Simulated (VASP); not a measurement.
Calculation: PBEsol GGA, VASP's PBE PAW potentials (set 64) (plane waves; VASP).

The input files of a VASP run:

### KPOINTS
```
Regular mesh
0
gamma
7 7 7
0 0 0
```

INCAR:
```
# general
SYSTEM  = MnSi
PREC    = Accurate
ENCUT   = 500   # plane-wave cut-off (eV)
LREAL   = .FALSE.
LASPH   = .TRUE.

# electronic loop
EDIFF   = 1E-6
NELM    = 100
ALGO    = Normal   # blocked Davidson
LMAXMIX = 4

# smearing
ISMEAR  = 1   # Methfessel-Paxton
SIGMA   = 0.1   # width (eV)

# functional
GGA     = PS   # PBEsol

# spin
ISPIN   = 2   # spin-polarised
MAGMOM  = 4*0.9 4*-0.0

# ions
IBRION  = 2   # conjugate gradients
NSW     = 40
ISIF    = 3   # ions, shape and volume
EDIFFG  = -0.02   # ionic stop
PSTRESS = 300   # kbar

# output
LWAVE   = .FALSE.
LCHARG  = .FALSE.
LORBIT  = 10
```

**POSCAR**
```
MnSi
1
    4.3106861975     0.0000000000     0.0000000000
   -0.0000000000     4.3106861975     0.0000000000
    0.0000000000    -0.0000000000     4.3106861975
Mn Si
4 4
Direct
  0.8599898473   0.6400101527   0.3599898473
  0.3599898473   0.8599898473   0.6400101527
  0.1400101527   0.1400101527   0.1400101527
  0.6400101527   0.3599898473   0.8599898473
  0.1535995009   0.3464004991   0.6535995009
  0.6535995009   0.1535995009   0.3464004991
  0.8464004991   0.8464004991   0.8464004991
  0.3464004991   0.6535995009   0.1535995009
```

POTCAR, in this order: Mn_pv Si (PBE.64 set). Program: vasp_std.

Question: What will the output report for the number of irreducible k-points (NKPTS), largest plane-wave count, number of space-group operations, FFT grid (NGX, NGY, NGZ)?

Answer: 
number of irreducible k-points (NKPTS): 24
largest plane-wave count: 2048
number of space-group operations: 12
FFT grid (NGX, NGY, NGZ): 32 × 32 × 32

The compound is MnSi in the B20 structure. It was relaxed first under an external pressure of 30 GPa.
